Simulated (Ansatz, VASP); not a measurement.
**Cross-check of AlSi2C2N between VASP and Ansatz**

Aim: how closely do two programs agree when they are given the same cell, functional and k mesh? The structure shown is frame 28 of Ansatz's trajectory.

Method: plane waves, with VASP 6.6.1 beside it; single point at PBE with D4, in Ansatz 0.2.0.

## (1) Set-up

The cell holds 114 atoms: 38 Si, 38 C, 19 Al and 19 N. Cell: a = 13.578 Å, b = 13.578 Å, c = 18.580 Å, α = 90.0°, β = 90.0°, γ = 120.0°. As first built, before any earlier steps moved the atoms (in the runner's words): h-SiC (a = 3.1 A) under h-AlN (a = 3.13 A), monolayer on bilayer, commensurate cell of 19 unit cells a layer, twist 46.83 deg, both strained to the mean lattice constant; facing atoms 3.19, 3.39 A apart;; flat layers, displaced by a Gaussian of 0.01 A. Vacuum lies along c.

## (2) Ansatz: dynamics, PBE with D4

Ansatz runs on its default PAW (the set named soft_2) files.

One frame of this run of dynamics is then solved in both programs, so the motion causes no difference.

input.yaml reads:

```yaml
crystal:
  lattice:
    - [13.578, 0.0, 0.0]
    - [-6.789, 11.75889, 0.0]
    - [0.0, 0.0, 18.58]
  atoms:
    - { symbol: Si, position: [0.17627, 0.77215, 0.32384] }
    - { symbol: C, position: [0.1922, 0.64884, 0.32337] }
    - { symbol: Si, position: [0.28126, 0.03567, 0.32338] }
    - { symbol: C, position: [0.29895, 0.91187, 0.32316] }
    - { symbol: Si, position: [0.12298, 0.14044, 0.32304] }
    - { symbol: C, position: [0.14028, 0.01714, 0.32249] }
    - { symbol: Si, position: [0.22764, 0.4031, 0.32355] }
    - { symbol: C, position: [0.24421, 0.28159, 0.32172] }
    - { symbol: Si, position: [0.33462, 0.66778, 0.3224] }
    - { symbol: C, position: [0.35167, 0.54485, 0.3227] }
    - { symbol: Si, position: [0.43996, 0.93049, 0.3229] }
    - { symbol: C, position: [0.4553, 0.80679, 0.32347] }
    - { symbol: Si, position: [0.38645, 0.29806, 0.32223] }
    - { symbol: C, position: [0.40558, 0.17666, 0.32327] }
    - { symbol: Si, position: [0.49162, 0.56002, 0.32385] }
    - { symbol: C, position: [0.50829, 0.43832, 0.3234] }
    - { symbol: Si, position: [0.59615, 0.82448, 0.32184] }
    - { symbol: C, position: [0.61397, 0.70218, 0.32336] }
    - { symbol: Si, position: [0.70217, 0.08843, 0.32214] }
    - { symbol: C, position: [0.71962, 0.96524, 0.32204] }
    - { symbol: Si, position: [0.5435, 0.19388, 0.32217] }
    - { symbol: C, position: [0.56136, 0.07014, 0.32387] }
    - { symbol: Si, position: [0.64857, 0.45462, 0.32302] }
    - { symbol: C, position: [0.66586, 0.33329, 0.32353] }
    - { symbol: Si, position: [0.75393, 0.71864, 0.32266] }
    - { symbol: C, position: [0.77116, 0.59606, 0.3224] }
    - { symbol: Si, position: [0.86077, 0.98318, 0.32354] }
    - { symbol: C, position: [0.87775, 0.86001, 0.32245] }
    - { symbol: Si, position: [0.8066, 0.35013, 0.3222] }
    - { symbol: C, position: [0.82345, 0.22833, 0.32322] }
    - { symbol: Si, position: [0.91204, 0.61486, 0.32271] }
    - { symbol: C, position: [0.92988, 0.49114, 0.32374] }
    - { symbol: Si, position: [0.01636, 0.87586, 0.32215] }
    - { symbol: C, position: [0.0339, 0.75435, 0.32365] }
    - { symbol: Si, position: [0.96621, 0.24666, 0.32252] }
    - { symbol: C, position: [0.98199, 0.12251, 0.32176] }
    - { symbol: Si, position: [0.07028, 0.50889, 0.32299] }
    - { symbol: C, position: [0.08825, 0.38729, 0.3229] }
    - { symbol: Si, position: [0.2975, 0.91173, 0.49549] }
    - { symbol: C, position: [0.31614, 0.78917, 0.49423] }
    - { symbol: Si, position: [0.4031, 0.17589, 0.49454] }
    - { symbol: C, position: [0.42108, 0.05384, 0.49484] }
    - { symbol: Si, position: [0.24503, 0.27987, 0.49533] }
    - { symbol: C, position: [0.26266, 0.156, 0.49467] }
    - { symbol: Si, position: [0.35014, 0.54329, 0.4951] }
    - { symbol: C, position: [0.36775, 0.42164, 0.49428] }
    - { symbol: Si, position: [0.45671, 0.80803, 0.49428] }
    - { symbol: C, position: [0.47329, 0.68271, 0.49428] }
    - { symbol: Si, position: [0.56116, 0.06983, 0.49439] }
    - { symbol: C, position: [0.57825, 0.94717, 0.49442] }
    - { symbol: Si, position: [0.50658, 0.43749, 0.49423] }
    - { symbol: C, position: [0.52688, 0.31477, 0.4935] }
    - { symbol: Si, position: [0.61353, 0.70209, 0.4944] }
    - { symbol: C, position: [0.63158, 0.57947, 0.49614] }
    - { symbol: Si, position: [0.72, 0.96564, 0.4948] }
    - { symbol: C, position: [0.73682, 0.84297, 0.49459] }
    - { symbol: Si, position: [0.82455, 0.22732, 0.49402] }
    - { symbol: C, position: [0.84234, 0.10637, 0.49509] }
    - { symbol: Si, position: [0.66622, 0.33376, 0.49423] }
    - { symbol: C, position: [0.68374, 0.20972, 0.49371] }
    - { symbol: Si, position: [0.77123, 0.59629, 0.49422] }
    - { symbol: C, position: [0.78958, 0.47326, 0.49399] }
    - { symbol: Si, position: [0.87649, 0.8589, 0.49557] }
    - { symbol: C, position: [0.89373, 0.73581, 0.4944] }
    - { symbol: Si, position: [0.98184, 0.12315, 0.49434] }
    - { symbol: C, position: [0.00079, 0.0009, 0.49436] }
    - { symbol: Si, position: [0.92812, 0.48998, 0.49502] }
    - { symbol: C, position: [0.94653, 0.36915, 0.49545] }
    - { symbol: Si, position: [0.03543, 0.75384, 0.49451] }
    - { symbol: C, position: [0.05352, 0.63229, 0.49374] }
    - { symbol: Si, position: [0.14234, 0.01811, 0.4949] }
    - { symbol: C, position: [0.1574, 0.89285, 0.49512] }
    - { symbol: Si, position: [0.08714, 0.38617, 0.49381] }
    - { symbol: C, position: [0.10424, 0.26165, 0.49464] }
    - { symbol: Si, position: [0.19203, 0.64844, 0.49535] }
    - { symbol: C, position: [0.20982, 0.52551, 0.4943] }
    - { symbol: Al, position: [0.75563, 0.03379, 0.67646] }
    - { symbol: "N", position: [0.77276, 0.17541, 0.6773] }
    - { symbol: Al, position: [0.80689, 0.45608, 0.67677] }
    - { symbol: "N", position: [0.82391, 0.59463, 0.67683] }
    - { symbol: Al, position: [0.64871, 0.19287, 0.67676] }
    - { symbol: "N", position: [0.66637, 0.33352, 0.67649] }
    - { symbol: Al, position: [0.4924, 0.93053, 0.67671] }
    - { symbol: "N", position: [0.50902, 0.07052, 0.6774] }
    - { symbol: Al, position: [0.70168, 0.61338, 0.67719] }
    - { symbol: "N", position: [0.71977, 0.75498, 0.67728] }
    - { symbol: Al, position: [0.54455, 0.34992, 0.67822] }
    - { symbol: "N", position: [0.56163, 0.4901, 0.67792] }
    - { symbol: Al, position: [0.38592, 0.08779, 0.67722] }
    - { symbol: "N", position: [0.40282, 0.22802, 0.67731] }
    - { symbol: Al, position: [0.59631, 0.77193, 0.67573] }
    - { symbol: "N", position: [0.61382, 0.91164, 0.67754] }
    - { symbol: Al, position: [0.43831, 0.50902, 0.67801] }
    - { symbol: "N", position: [0.45387, 0.64731, 0.67622] }
    - { symbol: Al, position: [0.28028, 0.24627, 0.67768] }
    - { symbol: "N", position: [0.29817, 0.38533, 0.67691] }
    - { symbol: Al, position: [0.12208, 0.98278, 0.67715] }
    - { symbol: "N", position: [0.14132, 0.12232, 0.67713] }
    - { symbol: Al, position: [0.33229, 0.66578, 0.67643] }
    - { symbol: "N", position: [0.34938, 0.80595, 0.67677] }
    - { symbol: Al, position: [0.17498, 0.40322, 0.67637] }
    - { symbol: "N", position: [0.19331, 0.54408, 0.67751] }
    - { symbol: Al, position: [0.01739, 0.13979, 0.67727] }
    - { symbol: "N", position: [0.03457, 0.2802, 0.67761] }
    - { symbol: Al, position: [0.85837, 0.87623, 0.677] }
    - { symbol: "N", position: [0.87736, 0.01788, 0.67795] }
    - { symbol: Al, position: [0.2297, 0.82628, 0.67601] }
    - { symbol: "N", position: [0.24492, 0.96415, 0.67698] }
    - { symbol: Al, position: [0.07062, 0.5626, 0.67719] }
    - { symbol: "N", position: [0.08738, 0.7023, 0.67701] }
    - { symbol: Al, position: [0.91183, 0.29733, 0.67768] }
    - { symbol: "N", position: [0.92881, 0.43775, 0.67627] }
    - { symbol: Al, position: [0.96478, 0.7187, 0.67717] }
    - { symbol: "N", position: [0.98306, 0.85978, 0.67701] }
kpoints:
  mp_grid: { grid: [1, 1, 1] }
hamiltonian:
  xc: pbe
  dispersion: d4
scf:
  occupations: { method: fermi_dirac, width: 0.05 }
output:
  forces: true
md:
  timestep: 1.0
  n_steps: 83
  ensemble: nve
  temperature: 300
  initial_velocities: maxwell_boltzmann
  seed: 9355
```

Command:

```sh
$ ansatz run input.yaml --threads 4 --pin off --max-ram 8192MiB --backend cpu --events-out ev --progress --plain --runs-dir out
```

Numbers of over 12 decimals in the logs are rounded to 6 here.

The program printed:

```text
Warning: md: disabling space-group detection — thermal motion breaks the input geometry's symmetry, so no spatial operation reduces the k-mesh or symmetrises the density; time reversal is kept, so that k and −k are solved as one point where they differ and the mesh holds both, and exact exchange and, on two spinor components, a DFT+U term hold to it where the run has them: on two components no moment then forms, and  [...]
Engine: ansatz 0.2.0, aarch64-unknown-linux-gnu
Pseudopotentials: kind: paw
Pseudopotential: Si, paw, valence charge 4, recommended cutoff 420 eV (normal), Si.paw.azcp
Pseudopotential: C, paw, valence charge 4, recommended cutoff 420 eV (normal), C.paw.azcp
Pseudopotential: Al, paw, valence charge 3, recommended cutoff 420 eV (normal), Al.paw.azcp
Pseudopotential: N, paw, valence charge 5, recommended cutoff 420 eV (normal), N.paw.azcp
Functional definition: PBE
  parameter kappa = 0.804
  parameter beta = 0.066725
  exchange = pbe_x(kappa = kappa, mu = beta*pi^2/3)
  correlation = pbe_c(beta = beta)
Crystal: 114 atoms, lattice volume = 2966.524 Å³
Basis set: ecut = 420 eV, 57987 PW (Γ), exchange–correlation on 192×192×250 points (8 copies of the dense FFT grid, shifted against one another)
Bands: 342, of which v1, the nominal top of the filled ones, is band 228 counted from 1 (227 counted from 0)
Symmetry: 1 space group operations
k-points: 1
Non-local potential: Si, projectors of the file, l = 0: 2, l = 1: 2, l = 2: 2
Non-local potential: C, projectors of the file, l = 0: 2, l = 1: 2, l = 2: 1
Non-local potential: Al, projectors of the file, l = 0: 2, l = 1: 2, l = 2: 1
Non-local potential: N, projectors of the file, l = 0: 2, l = 1: 2, l = 2: 1
PAW form: soft (Blöchl's): semilocal exchange-correlation on the pseudo side does not see the compensation charge
PAW one-centre angular grid: Si, 110 points (default); XC on 64 Gauss nodes
PAW one-centre angular grid: C, 110 points (default); XC on 64 Gauss nodes
PAW one-centre angular grid: Al, 110 points (default); XC on 64 Gauss nodes
PAW one-centre angular grid: N, 110 points (default); XC on 64 Gauss nodes
Initial density: superposition of atomic densities (neutral atoms: chi_scale 0, normalization atom), corrected by the library's trained network
Initial wavefunctions: pseudopotential atomic-orbital guess
Functional: x = pbe(κ = 0.804, μ = 0.219515), c = pbe(β = 0.066725)
SCF iter   1: F=—  HF=-51241.190696 eV  |F-HF|=—  |Δ(HF+E_count)|=         —  Δρ=2.44e-3  dr2=3.35e-1  ethr=1.77e-3  ⟨swp⟩=10.0  Hψ=2202  notcnv=0  defer=61
preconditioner: auto → Resta (q_TF=auto, 1.997 Å⁻¹)  ε∞=3.0  [insulator: Δε(μ)=2.500 eV  Ē_g=10.394 eV  σ=0.050 eV  W_gap=1.00  n_scr=412 (ndim 8)  ℏωp=14.6 eV  f_vac=0.427  D(μ)=0.00/eV (n_scr^D=0)  ε∞_Penn≈3.0  vacuum switching on, ρ_ref=7.8e-3 e/Å³]
SCF iter   2: F=—  HF=-51241.159326 eV  |F-HF|=—  |Δ(HF+E_count)|=   3.14e-2  Δρ=1.23e-3  dr2=7.38e-2  ethr=7.34e-5  ⟨swp⟩=2.0  Hψ=629  notcnv=0  defer=78
SCF iter   3: F=—  HF=-51241.163129 eV  |F-HF|=—  |Δ(HF+E_count)|=   3.80e-3  Δρ=5.39e-4  dr2=1.33e-2  ethr=1.62e-5  ⟨swp⟩=2.0  Hψ=392  notcnv=0  defer=78
SCF iter   4: F=—  HF=-51241.163516 eV  |F-HF|=—  |Δ(HF+E_count)|=   3.86e-4  Δρ=1.61e-4  dr2=7.78e-4  ethr=2.92e-6  ⟨swp⟩=2.0  Hψ=467  notcnv=0  defer=78
SCF iter   5: F=—  HF=-51241.163762 eV  |F-HF|=—  |Δ(HF+E_count)|=   2.47e-4  Δρ=7.55e-5  dr2=2.14e-4  ethr=1.71e-7  ⟨swp⟩=2.0  Hψ=469  notcnv=0  defer=78
SCF iter   6: F=—  HF=-51241.163772 eV  |F-HF|=—  |Δ(HF+E_count)|=   9.62e-6  Δρ=1.97e-5  dr2=1.24e-5  ethr=4.70e-8  ⟨swp⟩=2.0  Hψ=468  notcnv=0  defer=78
SCF iter   7: F=—  HF=-51241.162960 eV  |F-HF|=—  |Δ(HF+E_count)|=   8.12e-4  Δρ=6.45e-6  dr2=1.37e-6  ethr=2.73e-9  ⟨swp⟩=2.0  Hψ=570  notcnv=0  defer=101
SCF iter   8: F=—  HF=-51241.162961 eV  |F-HF|=—  |Δ(HF+E_count)|=   5.00e-7  Δρ=3.01e-6  dr2=2.85e-7  ethr=3.00e-10  ⟨swp⟩=2.0  Hψ=468  notcnv=0  defer=101
SCF iter   9: F=-51241.162961 eV  HF=-51241.162961 eV  |F-HF|=2.66e-9  |Δ(HF+E_count)|=   4.01e-8  Δρ=7.59e-7  dr2=2.04e-8  ethr=2.19e-11  ⟨swp⟩=4.0  Hψ=1029  notcnv=0
[...]
SCF 84 converged in 7 iterations: F = -51239.756273 eV  dr2 = 8.66e-8
md step    83: t =    83.00 fs  T =   204.1 K  F+E_penalty+E_count = -51239.75627326 eV  E_kin = 2.981318 eV  conserved = -51236.77495479 eV  (7 SCF iters)
SCF converged after 7 iterations
Free energy (F): -51239.756273 eV
Harris-Foulkes:  -51239.756273 eV  (|F-HF|=5.46e-8)
Internal energy: -51239.756273 eV  (E = F + TS)
E sigma→0 (E₀):  -51239.756273 eV
Fermi energy:    1.710365 eV
--- Per-component energies (eV) ---
  E_band       = -2246.734501
  E_kinetic    = 7940.752637
  E_local      = -97947.780552  (includes V_loc(G=0)·N_el)
  E_nonlocal   = 3054.667240
  E_hartree    = 45771.200341
  E_xc         = -5832.145070
  E_vxc        = -6051.631585  (∫ρ·V_xc dr)
  E_paw        = -34561.904268  (= ΣΔE_a)
  E_vpaw       = -785.138196  (= ΣTr[D̂ρ^β])
  E_aug_tail   = 0.002332  (compensation charges beyond the density's cutoff)
  E_ewald      = 30362.236732
  E_disp       = -26.785666  (pairwise vdW)
  E_smearing   = -0.000000  (= −TS)
  E_closure    = -0.000000  (closes the sum)
  Σ components = -51239.756273   (vs F -51239.756273, Δ=0.00e0)
--- Forces (eV/Å), atoms counted from 1 ---
  atom   1  Si     1.09278460     0.37993169     0.17682320
  atom   2  C      0.25185157     0.22523421    -0.42860045
  atom   3  Si    -0.77509900     0.19500490    -0.23717355
  atom   4  C     -0.04285549    -0.90061953    -0.15431474
  atom   5  Si    -0.68257518    -0.07120187     0.30079664
  atom   6  C     -0.01012244    -1.76175453     0.18514492
  atom   7  Si     0.80117422    -0.79360339    -0.19693536
  atom   8  C     -0.73985736     0.31298163    -0.10877345
  atom   9  Si     0.23063323    -0.52096149     0.80177919
  atom  10  C     -0.00608271     1.32734334    -0.00424103
  atom  11  Si     0.19210410     0.25926471     0.24871963
  atom  12  C      0.49535668    -0.77622516    -0.37569075
  atom  13  Si     0.16594715    -0.23649397     0.37252827
  atom  14  C     -0.04413475     0.35578069     0.07564974
  atom  15  Si     0.00383816    -0.40069377    -0.19099099
  atom  16  C      0.39311008     0.13763567    -0.51198108
  atom  17  Si     0.77197152     0.85980495    -0.17446377
  atom  18  C     -0.91483011     0.81882075     0.27211503
  atom  19  Si     0.39256930    -0.64763074    -0.31461437
  atom  20  C     -1.68718513    -1.11049467     0.35822946
  atom  21  Si     1.22403036    -0.16376544     0.08034074
  atom  22  C     -1.41413323     0.62778091    -0.00738144
  atom  23  Si    -0.08112606    -0.12712385     0.31795159
  atom  24  C     -0.34562778    -0.71385835    -0.03327143
[...]
atom 107  Al     0.45336688    -0.13655872    -0.07661617
  atom 108  N      0.34095738     1.11840516    -0.06738866
  atom 109  Al    -0.51314280     0.14924261     0.17956952
  atom 110  N     -0.51085191    -1.02845879    -0.08926556
  atom 111  Al    -0.31649159    -0.29259328    -0.30677948
  atom 112  N      0.25269775     1.25632536     0.25517916
  atom 113  Al     0.84663759    -0.08320148    -0.26778913
  atom 114  N     -1.32684599    -0.33949868     0.30684347
  max |Σ_I F_I| component: 8.13e-5 eV/Å
--- MD trajectory: 83 steps, t = 0.0 → 83.0 fs ---
  final state: T = 204.1 K   F+E_penalty+E_count = -51239.75627326 eV   E_kin = 2.981318 eV
  conserved energy: peak-to-peak 1.023e-2 eV (8.971e-5 eV/atom) over 83.0 fs
```

In the SCF lines HF is the Harris–Foulkes energy and dr2 the Hartree energy of the density residual, in eV; the loop may stop once dr2 is under the threshold and the program's other checks hold. Hψ counts applications of the Hamiltonian.

[end of part 1 of 2]

[Lines on the potential files, build, host, timing and source positions are cut from VASP's logs without a mark.]

[Logs are printed without paths, hosts, clocks, repeated set-up lines and the standing remarks that a program may print on its own settings, such as how far it seeks lower states.]

[Hosts, paths, dates, database ids (printed as entryN), source tags and the programs' standing remarks are cut or masked in the printed files.]
